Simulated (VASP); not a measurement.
BeHF:

```
Be H F
1.0
     3.17112    0.00000    0.00000
     0.00000    3.17112    0.00000
     0.00000    0.00000    5.24011
Be H F
2 2 2
Cartesian
  0.0000 1.5856 4.3493
  1.5856 0.0000 0.8908
  0.0000 0.0000 0.0000
  1.5856 1.5856 0.0000
  0.0000 1.5856 1.7292
  1.5856 0.0000 3.5109
```

The cell was built by a generator and needn't be a form met in nature.

```yaml
Program: VASP 6.6.1
Task: relaxation of the atoms
Functional: PBEsol
Potentials_or_basis: VASP PAW PBE potentials, release 64 (Be, H, F)
Cutoff: 520 eV
k_mesh: 8 × 8 × 5
Occupations: gaussian, width 0.05 eV
Spin: no spin polarisation
```

At the start: pressure -21.5 GPa; volume 8.78 Å³/atom.

**Question.** Where does the relaxation end?

**Answer.** Over 41 steps the energy falls by 531.2 meV/atom; space group P4/nmm (No. 129, to 0.05 Å).

Step by step:
```
step  energy change (eV)  largest force (eV/Å)  pressure (GPa)
   1              0.0000                0.5262          -21.52
   3             -0.0362                0.0655          -22.11
   5             -0.0371                0.0797          -22.19
   7             -0.0486                0.1290          -22.94
   9             -0.1681                0.3618          -24.61
  11              1.0138                9.5874           16.71
  13             -0.9202                0.5068          -12.72
  15             -0.9220                0.4822          -13.84
  17             -0.9973                0.2299          -12.57
  19             -1.3349                1.6062           -4.92
  21              4.6901               28.8473           72.82
  23             -2.9076                3.1965            7.23
  25             -2.9303                3.1741            7.47
  27             -2.9899                3.0971            8.62
  29             -3.1081                1.8326            5.89
  31             -3.1796                0.1451            2.00
  33             -3.1798                0.1911            1.89
  35             -3.1815                0.1719            1.97
  37             -3.1861                0.1007            2.23
  39             -3.1870                0.0525            2.37
  41             -3.1871                0.0006            2.51
```

Final structure:
```
Be H F
1.0
     3.17112    0.00000    0.00000
     0.00000    3.17112    0.00000
     0.00000    0.00000    5.24011
Be H F
2 2 2
Direct
  0.00000 0.50000 0.88457
  0.50000 0.00000 0.11543
  0.00000 0.00000 0.00000
  0.50000 0.50000 0.00000
  0.00000 0.50000 0.62352
  0.50000 0.00000 0.37648
```

Caveat: the PAW data sets were made with another functional, which shifts forces and pressure a little.
